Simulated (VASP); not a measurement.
Crystal: GaN.

```xyz
2
Lattice="0.0000 2.2535 2.2535 2.2535 0.0000 2.2535 2.2535 2.2535 0.0000" Properties=species:S:1:pos:R:3 pbc="T T T"
Ga    0.0000    0.0000    0.0000
N     3.3803    3.3803    3.3803
```

The cell is a database's computed one.

```yaml
Program: VASP 6.6.1
Task: relaxation of cell and atoms
Functional: PBE
Potentials_or_basis: VASP PAW PBE potentials, release 64 (Ga_h, N_h)
Cutoff: 900 eV
k_mesh: 12 × 12 × 12
Occupations: gaussian, width 0.02 eV
Spin: no spin polarisation
```

At the start: pressure 5.1 GPa; volume 11.44 Å³/atom.

Problem. Where does the relaxation end?

Solution. Over 3 steps the energy falls by 4.9 meV/atom and the volume is 11.76 Å³/atom (+2.8 %); space group F-43m (No. 216, to 0.05 Å).

Step by step:
```csv
step,energy change (eV),largest force (eV/Å),pressure (GPa),volume (Å³)
1,0.0000,0.0000,5.10,22.89
2,-0.0018,0.0000,-4.19,24.12
3,-0.0098,0.0000,0.00,23.52
```

Final structure:
```
Ga N
1.0
     0.00000    2.27408    2.27408
     2.27408    0.00000    2.27408
     2.27408    2.27408    0.00000
Ga N
1 1
Direct
  0.00000 0.00000 0.00000
  0.75000 0.75000 0.75000
```

Caveat: the cutoff is under 1.25 times the usual one of these potentials, so pressure, stress and relaxed cells hold a basis-set (Pulay) error.
